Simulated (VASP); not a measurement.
## GeW: structure and properties in VASP

Wanted: the relaxed cell of GeW and its properties. The steps: full relaxation (PW91), second relaxation, single point with fields (PW91), band structure (PW91), total and projected DOS (PW91) and zone-centre phonons (PW91). The cell is invented: it takes the structure of COD entry 9007456, WC (space group 187 there), with some of its atoms replaced by other elements, volume scaled by an estimate. It may not be a known or stable phase. The atoms of the start are displaced at random from the sites of a P-6m2 cell.

Method: PW91; plane waves and PAW (W, Ge_d); invented cell, in VASP 6.6.1.

## 1. Starting point

Before any relaxation, the start is as follows. The structure is monoclinic, space group Cm (No. 8). That holds within 0.01 Å; VASP, at its tighter tolerance, finds 1 operation. The conventional cell has a = 5.449 Å, b = 3.146 Å, c = 3.070 Å, α = 90.00°, β = 90.00°, γ = 90.00°. W has 6 Ge at 2.35 to 2.40 Å nearest. Ge has 6 W at 2.35 to 2.40 Å nearest. It derives from WC. it takes the structure of COD entry 9007456, WC (space group 187 there), with some of its atoms replaced by other elements, volume scaled by an estimate. Farther neighbours are not listed. That group holds within 0.01 Å; judged at 0.001 Å it is P1 (No. 1).

Coordinates:

```cif
data_structure
_symmetry_space_group_name_H-M 'Cm'
_symmetry_Int_Tables_number 8
_cell_length_a 5.4488
_cell_length_b 3.1459
_cell_length_c 3.0702
_cell_angle_alpha 90.000
_cell_angle_beta 90.000
_cell_angle_gamma 90.000
_cell_volume 52.63
loop_
_atom_site_label
_atom_site_type_symbol
_atom_site_symmetry_multiplicity
_atom_site_Wyckoff_symbol
_atom_site_fract_x
_atom_site_fract_y
_atom_site_fract_z
_atom_site_occupancy
W1 W 2 a 0.49540 0.50000 0.00703 1
Ge1 Ge 2 a 0.66320 0.00000 0.49641 1
```

## 2. Full relaxation (PW91)

The start need not lie at this functional's minimum. ISIF = 3 frees volume, shape and positions, and EDIFFG sets the threshold on forces and stress at which the search stops. PW91 is the forerunner of PBE and gives much the same.

Contents of INCAR:

```
SYSTEM = GeW
PREC = Accurate
ENCUT = 410
EDIFF = 1E-06
NELM = 100
ISMEAR = -1
SIGMA = 0.05
LREAL = .FALSE.
ALGO = Normal
GGA = 91
LORBIT = 11
LWAVE = .FALSE.
LCHARG = .FALSE.
IBRION = 2
NSW = 60
ISIF = 3
EDIFFG = -0.01
```

Contents of POSCAR:

```
GeW
1.0
    3.1458850000      0.0000000000      0.0000000000
   -1.5729420000      2.7244160000      0.0000000000
    0.0000000000      0.0000000000      3.0702280000
W Ge
1 1
Direct
   -0.0027040000     -0.0073060000     -0.0070250000
    0.6616930000      0.3244620000      0.5035880000
```

Contents of KPOINTS:

```
Automatic mesh
0
Gamma
7 7 6
0 0 0
```

Potentials, in the order of the species: W and Ge_d (PBE family, release 64).

Run with:

```sh
$ mpirun -np 1 vasp_std
```

Log:

```text
[banner, memory and clock lines left out]
running    1 mpi-ranks, on    1 nodes
 distrk:  each k-point on    1 cores,    1 groups
 distr:  one band on    1 cores,    1 groups

 POSCAR found type information on POSCAR W Ge
 POSCAR found :  2 types and       2 ions
|                                                                             |
|               ----> ADVICE to this user running VASP <----                  |
|                                                                             |
|     You enforced a specific xc type in the INCAR file but a different       |
|     [... a line on the potential file left out ...]
|     I HOPE YOU KNOW WHAT YOU ARE DOING!                                     |
|                                                                             |

 LDA part: xc-table for (Slater(with rela. corr.)+CA(PZ))
 , standard interpolation
 POSCAR, INCAR and KPOINTS ok, starting setup
 FFT: planning ... GRIDC
 FFT: planning ... GRID_SOFT
 FFT: planning ... GRID
 WAVECAR not read
 entering main loop
       N       E                     dE             d eps       ncg     rms          rms(c)
DAV:   1     0.103314134189E+03    0.10331E+03   -0.90925E+03  4550   0.325E+03
DAV:   2    -0.468418004548E+01   -0.10800E+03   -0.10475E+03  4378   0.506E+02
DAV:   3    -0.161460940282E+02   -0.11462E+02   -0.11356E+02  5200   0.116E+02
DAV:   4    -0.163700716729E+02   -0.22398E+00   -0.22390E+00  4714   0.182E+01
DAV:   5    -0.163731169708E+02   -0.30453E-02   -0.30452E-02  5218   0.233E+00    0.300E+01
DAV:   6    -0.156982863042E+02    0.67483E+00   -0.13427E+00  5776   0.836E+00    0.139E+01
DAV:   7    -0.155593521805E+02    0.13893E+00   -0.25604E-01  5248   0.523E+00    0.314E+00
DAV:   8    -0.155460745643E+02    0.13278E-01   -0.17685E-02  5158   0.197E+00    0.156E-01
DAV:   9    -0.155457848811E+02    0.28968E-03   -0.18950E-03  5236   0.105E+00    0.783E-02
DAV:  10    -0.155458029432E+02   -0.18062E-04   -0.12237E-04  5316   0.170E-01    0.228E-02
DAV:  11    -0.155457994421E+02    0.35011E-05   -0.17688E-05  5290   0.896E-02    0.103E-02
DAV:  12    -0.155457993207E+02    0.12142E-06   -0.35993E-07  2984   0.980E-03
   1 F= -.15545799E+02 E0= -.15544472E+02  d E =-.155458E+02
 curvature:   0.00 expect dE= 0.000E+00 dE for cont linesearch  0.000E+00
 trial: gam= 0.00000 g(F)=  0.112E+00 g(S)=  0.126E+02 ort = 0.000E+00 (trialstep = 0.100E+01)
 search vector abs. value=  0.127E+02
 bond charge predicted
       N       E                     dE             d eps       ncg     rms          rms(c)
DAV:   1    -0.943015896026E+02   -0.78756E+02   -0.40031E+03  4858   0.222E+03    0.564E+01
DAV:   2    -0.395025750848E+02    0.54799E+02   -0.17357E+02  4588   0.121E+02    0.348E+01
DAV:   3    -0.177568082679E+02    0.21746E+02   -0.11434E+02  4642   0.750E+01    0.224E+01
DAV:   4    -0.133343897554E+02    0.44224E+01   -0.86311E+00  4806   0.166E+01    0.173E+01
DAV:   5    -0.137187987270E+02   -0.38441E+00   -0.27472E+01  5038   0.365E+01    0.878E+00
DAV:   6    -0.125548117075E+02    0.11640E+01   -0.20234E+00  4542   0.578E+00    0.475E+00
DAV:   7    -0.120062749163E+02    0.54854E+00   -0.32754E+00  5010   0.117E+01    0.113E+00
DAV:   8    -0.120050516125E+02    0.12233E-02   -0.63600E-02  4510   0.217E+00    0.210E-01
DAV:   9    -0.120047569071E+02    0.29471E-03   -0.19759E-03  5388   0.252E-01    0.124E-01
DAV:  10    -0.120045898170E+02    0.16709E-03   -0.89525E-04  4856   0.106E-01    0.129E-02
DAV:  11    -0.120045914923E+02   -0.16753E-05   -0.26637E-05  4952   0.447E-02    0.104E-02
DAV:  12    -0.120045888146E+02    0.26778E-05   -0.15918E-05  4870   0.148E-02    0.396E-03
DAV:  13    -0.120045887753E+02    0.39260E-07   -0.58482E-07  2216   0.654E-03
   2 F= -.12004589E+02 E0= -.11997478E+02  d E =0.354121E+01
[... from here on, the cycles between the ionic steps are left out ...]
   3 F= -.16846900E+02 E0= -.16844574E+02  d E =-.130110E+01
   4 F= -.16948922E+02 E0= -.16946759E+02  d E =-.140312E+01
   5 F= -.16959991E+02 E0= -.16957852E+02  d E =-.141419E+01
   6 F= -.16959720E+02 E0= -.16957579E+02  d E =-.141392E+01
   7 F= -.16998247E+02 E0= -.16995739E+02  d E =-.385275E-01
   8 F= -.17008640E+02 E0= -.17005845E+02  d E =-.489203E-01
   9 F= -.17008857E+02 E0= -.17005936E+02  d E =-.491368E-01
  10 F= -.17009545E+02 E0= -.17006577E+02  d E =-.688141E-03
  11 F= -.17011662E+02 E0= -.17008755E+02  d E =-.280524E-02
  12 F= -.17011953E+02 E0= -.17008783E+02  d E =-.290794E-03
  13 F= -.17012431E+02 E0= -.17009407E+02  d E =-.769554E-03
  14 F= -.17012515E+02 E0= -.17009424E+02  d E =-.832474E-04
  15 F= -.17012519E+02 E0= -.17009420E+02  d E =-.874959E-04
  16 F= -.17012524E+02 E0= -.17009405E+02  d E =-.922128E-04
  17 F= -.17012559E+02 E0= -.17009393E+02  d E =-.352588E-04
  18 F= -.17012559E+02 E0= -.17009383E+02  d E =-.350025E-04
  19 F= -.17012559E+02 E0= -.17009391E+02  d E =-.355613E-04
  20 F= -.17012559E+02 E0= -.17009387E+02  d E =-.353348E-04
  21 F= -.17012559E+02 E0= -.17009389E+02  d E =-.356417E-04
 curvature:  -0.04 expect dE=-0.231E-05 dE for cont linesearch -0.175E-06
 ZBRENT: accuracy reached
 trial: gam= 0.00000 g(F)=  0.181E-04 g(S)=  0.417E-04 ort =-0.346E-04 (trialstep = 0.530E+00)
 search vector abs. value=  0.598E-04
 bond charge predicted
       N       E                     dE             d eps       ncg     rms          rms(c)
DAV:   1    -0.170126746088E+02   -0.11490E-03   -0.27667E-03  4948   0.940E-01    0.758E-02
DAV:   2    -0.170125948645E+02    0.79744E-04   -0.18633E-04  5368   0.263E-01    0.410E-02
DAV:   3    -0.170125647788E+02    0.30086E-04   -0.56416E-05  5198   0.138E-01    0.105E-02
DAV:   4    -0.170125636463E+02    0.11325E-05   -0.25545E-06  4692   0.221E-02    0.691E-03
DAV:   5    -0.170125623949E+02    0.12514E-05   -0.15027E-06  2156   0.208E-02    0.184E-03
DAV:   6    -0.170125623301E+02    0.64811E-07   -0.19601E-07  2132   0.551E-03
  22 F= -.17012562E+02 E0= -.17009377E+02  d E =-.302808E-05
 trial-energy change:   -0.000003  1 .order   -0.000012   -0.000032    0.000007
 step:   0.2443(harm=  0.4326)  dis= 0.00016  next Energy=   -17.012566 (dE=-0.640E-05)
 reached required accuracy - stopping structural energy minimisation
```

Elapsed: 8.4 min, on 1 MPI rank of AMD EPYC 7R43, shared host; peak memory 0.15 GiB.

The logs omit lines about the potential files and the build; timing stands in the text.

Parts of OUTCAR (step 2):

```text
ion  position               nearest neighbor table
   1  0.997  0.993  0.993-   2 2.35   2 2.36   2 2.36   2 2.39   2 2.40   2 2.40
   2  0.662  0.324  0.504-   1 2.35   1 2.36   1 2.36   1 2.39   1 2.40   1 2.40

  LATTYP: Found a hexagonal cell.
 ALAT       =     3.1458850000
 C/A-ratio  =     0.9759504877

 Subroutine GETGRP returns: Found  1 space group operations
 (whereof  1 operations were pure point group operations)

The static configuration has the point symmetry C_1 .

 Found    148 irreducible k-points:

   k-points           NKPTS =    148   k-points in BZ     NKDIM =    148   number of bands    NBANDS=     14

   dimension x,y,z NGX =    24 NGY =   24 NGZ =   20
   dimension x,y,z NGXF=    48 NGYF=   48 NGZF=   40

   ENCUT  =  410.0 eV  30.13 Ry    5.49 a.u.   5.19  5.19  5.07*2*pi/ulx,y,z

   NELECT =      20.0000    total number of electrons

 k-points in reciprocal lattice and weights: Automatic mesh
   0.00000000  0.00000000  0.00000000       0.003
   0.14285714 -0.00000000  0.00000000       0.007
   0.00000000  0.14285714  0.00000000       0.007
  -0.14285714  0.14285714  0.00000000       0.007
   0.28571429  0.00000000  0.00000000       0.007
   0.00000000  0.28571429  0.00000000       0.007
  -0.28571429  0.28571429  0.00000000       0.007
   0.42857143  0.00000000  0.00000000       0.007
   0.00000000  0.42857143  0.00000000       0.007
[...]
-0.28571429 -0.42857143  0.50000000       0.007
   0.42857143  0.28571429  0.50000000       0.007

 average (electrostatic) potential at core
       1 -38.2062       2 -71.2407

 E-fermi :   7.5798

 k-point     1 :       0.0000    0.0000    0.0000
  band No.  band energies     occupation
    ...
      5     -16.5965      2.00000
      6      -4.8404      2.00000
      7       4.1229      2.00000
      8       6.0248      2.00000
      9       6.0251      2.00000
     10       7.6413      0.45249
     11       8.6413      0.00000
     12       8.6414      0.00000
     13      14.5554      0.00000
     14      14.5557      0.00000

 k-point     2 :       0.1429   -0.0000    0.0000
  band No.  band energies     occupation
    ...
      6      -4.4179      2.00000
      7       4.3807      2.00000
      8       5.3860      2.00000
      9       6.2933      2.00000
     10       6.4266      2.00000
     11       8.5199      0.00000
     12      10.3704      0.00000
     13      12.0688      0.00000
     14      13.5641      0.00000

 k-point     3 :       0.0000    0.1429    0.0000
  band No.  band energies     occupation
    ...
      6      -4.4180      2.00000
      7       4.3806      2.00000
      8       5.3858      2.00000
      9       6.2933      2.00000
     10       6.4269      2.00000
     11       8.5200      0.00000
     12      10.3703      0.00000
     13      12.0686      0.00000
     14      13.5644      0.00000

  Total       -0.0175490     -0.0178567     -0.0060415      0.0002953     -0.0000562     -0.0000646
  in kB       -0.8689342     -0.8841711     -0.2991455      0.0146218     -0.0027811     -0.0031966
  external PRESSURE =      -0.6840836 kB  Pullay stress =       0.0000000 kB

  energy-cutoff  :      410.00
  volume of cell :       32.36
      direct lattice vectors                 reciprocal lattice vectors
     3.234973632 -0.000015329  0.000006964     0.309122376  0.178468906 -0.000000530
    -1.617499485  2.801638082  0.000005541     0.000001691  0.356935017 -0.000000466
     0.000003424  0.000004666  3.570218898    -0.000000603 -0.000000902  0.280094871

 POSITION                                       TOTAL-FORCE (eV/Angst)
 -----------------------------------------------------------------------------------
      1.61816      2.77896      3.56393        -0.000268     -0.000213      0.004092
      1.61814      0.91122      1.77915         0.000268      0.000213     -0.004092
 -----------------------------------------------------------------------------------
    total drift:                               -0.000068      0.000410      0.001079

  FREE ENERGIE OF THE ION-ELECTRON SYSTEM (eV)
  ---------------------------------------------------
  free  energy   TOTEN  =       -17.0125623301 eV

  energy  without entropy=      -17.0061912741  energy(sigma->0) =      -17.00937680

 reached required accuracy - stopping structural energy minimisation

 total charge
# of ion       s       p       d       tot
------------------------------------------
    1        0.523   0.549   4.246   5.318
    2        1.121   1.387  10.094  12.602
--------------------------------------------------
tot          1.644   1.936  14.340  17.920

[... 3 further parts left out ...]
```

CONTCAR:

```
GeW
   1.00000000000000
     3.2349736323724083   -0.0000153287186664    0.0000069635840773
    -1.6174994845045363    2.8016380820075635    0.0000055407623837
     0.0000034242780723    0.0000046660082660    3.5702188976516198
  W               Ge
     1     1
Direct
     0.9961642570993163    0.9919093744473143    0.9982349958912489
     0.6628247429006819    0.3252466255526831    0.4983280041087532
```

The k-mesh is coarse for a metal. The PAW data sets were made with PBE, which is usual practice but a small mismatch for other functionals. After so large a change of volume the plane waves of the start cell no longer fit, so the final stress carries a basis-set error. The data set W keeps the semicore shell frozen, which is cheaper and a little less accurate.

The steps of the relaxation:

```csv
step,energy less that of the first step (eV),largest force (eV/Å),pressure (GPa),volume (Å³)
1,0.0000,1.0758,77.99,26.31
2,3.5412,0.3504,-42.07,58.73
3,-1.3011,0.2546,-13.55,35.54
4,-1.4031,0.2425,-5.26,33.77
5,-1.4142,0.2271,-0.71,32.99
6,-1.4139,0.2310,-1.23,33.13
7,-1.4524,0.0212,-1.53,32.86
8,-1.4628,0.2158,-1.22,32.63
9,-1.4631,0.2427,-1.21,32.60
10,-1.4637,0.0452,2.49,31.98
11,-1.4659,0.0939,0.82,32.27
12,-1.4662,0.1151,-0.37,32.42
13,-1.4666,0.0225,0.03,32.35
14,-1.4667,0.0015,-0.29,32.37
15,-1.4667,0.0016,-0.14,32.37
16,-1.4667,0.0069,-0.20,32.37
17,-1.4668,0.0137,0.01,32.33
18,-1.4668,0.0151,0.21,32.33
19,-1.4668,0.0136,-0.02,32.33
20,-1.4668,0.0147,0.16,32.33
21,-1.4668,0.0137,0.11,32.33
22,-1.4668,0.0041,-0.07,32.36
```

```
     cell as run  before  after   change
           a (Å)   3.146  3.235   +2.8 %
           b (Å)   3.146  3.235   +2.8 %
           c (Å)   3.070  3.570  +16.3 %
volume (Å³/atom)   13.16  16.18  +23.0 %
```

The atoms that moved most (Å, as changes of fractional coordinates times the final cell):

```csv
atom,dx,dy,dz,length
W1,-0.002,-0.002,0.019,0.019
Ge2,0.002,0.002,-0.019,0.019
```

Final coordinates:

```
W Ge
1.0
     3.23497   -0.00002    0.00001
    -1.61750    2.80164    0.00001
     0.00000    0.00000    3.57022
W Ge
1 1
Direct
  0.99616 0.99191 0.99823
  0.66282 0.32525 0.49833
```

This step gave:

* electrons: 20
* bands: 14
* irreducible k-points: 148
* symmetry operations: 1
* free energy (TOTEN): -17.01 eV
* energy at zero smearing: -17.01 eV
* Fermi energy: 7.580 eV
* pressure: -0.06841 GPa
* metallic: yes
* SCF cycles over all ionic steps: 140

It ends with a largest force of 0.004 eV/Å and a pressure of -0.07 GPa.

(Part 1 of 4 ends here.)

[Lines on the potential files, build, host, timing and source positions are cut from VASP's logs without a mark.]

[Logs are printed without paths, hosts, clocks, repeated set-up lines and the standing remarks that a program may print on its own settings, such as how far it seeks lower states.]

[Hosts, paths, dates, database ids (printed as entryN), source tags and the programs' standing remarks are cut or masked in the printed files.]

[A measured line is paired with the nearest computed mode of its activity, which favours agreement.]
